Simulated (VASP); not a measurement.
InSb:

```xyz
2
Lattice="0.0000 3.2391 3.2391 3.2391 0.0000 3.2391 3.2391 3.2391 0.0000" Properties=species:S:1:pos:R:3 pbc="T T T"
In    0.0000    0.0000    0.0000
Sb    1.6196    1.6196    1.6196
```

| Item | Value |
| --- | --- |
| Program | VASP 6.6.1 |
| Task | relaxation of cell and atoms |
| Functional | PBE |
| Potentials or basis | VASP PAW PBE potentials, release 64 (In_d, Sb) |
| Cutoff | 600 eV |
| k mesh | 10 × 10 × 10 |
| Occupations | gaussian, width 0.03 eV |
| Spin | no spin polarisation |

At the start: pressure 3.1 GPa; volume 33.98 Å³/atom.

**Question.** Where does the relaxation end?

**Answer.** Over 3 steps the energy falls by 23.0 meV/atom and the volume is 36.49 Å³/atom (+7.4 %); space group F-43m (No. 216, to 0.05 Å).

The path:
| step | energy change (eV) | largest force (eV/Å) | pressure (GPa) | volume (Å³) |
| --- | --- | --- | --- | --- |
| 1 | 0.0000 | 0.0000 | 3.14 | 67.97 |
| 2 | -0.0414 | 0.0000 | -0.83 | 74.72 |
| 3 | -0.0459 | 0.0000 | 0.02 | 72.98 |

Final structure:
```cif
data_structure
_symmetry_space_group_name_H-M 'P 1'
_symmetry_Int_Tables_number 1
_cell_length_a 4.6907
_cell_length_b 4.6907
_cell_length_c 4.6907
_cell_angle_alpha 60.000
_cell_angle_beta 60.000
_cell_angle_gamma 60.000
_cell_volume 72.98
loop_
_atom_site_label
_atom_site_type_symbol
_atom_site_fract_x
_atom_site_fract_y
_atom_site_fract_z
_atom_site_occupancy
In1 In 0.00000 0.00000 0.00000 1
Sb1 Sb 0.25000 0.25000 0.25000 1
```
